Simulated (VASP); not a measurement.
Here is the system:

```xyz
6
Lattice="4.2015 0.0000 0.0000 0.0000 4.2015 0.0000 0.0000 0.0000 4.2015" Properties=species:S:1:pos:R:3 pbc="T T T"
Cu     3.1511     1.0504     3.1511
Cu     1.0504     3.1511     3.1511
Cu     3.1511     3.1511     1.0504
Cu     1.0504     1.0504     1.0504
O      0.0000     0.0000     0.0000
O      2.1008     2.1008     2.1008
```

Level of theory: r2SCAN+rVV10, VASP's PBE PAW potentials (set 64) (plane waves; VASP). Numerical set-up: 520 eV cut-off, 5×5×5 Γ-centred mesh, Gaussian smearing of 0.050 eV, potentials Cu O.

**Question.** Give the stress tensor in GPa (positive for a compressed cell).

**Answer.** 
```
4.23  0.00  0.00
0.00  4.23  0.00
0.00  0.00  4.23
```
The pressure is its mean diagonal, 4.23 GPa.

The compound is Cu2O in the cuprite structure. This cell is one point of a volume scan, at 0.97 of the reference volume.
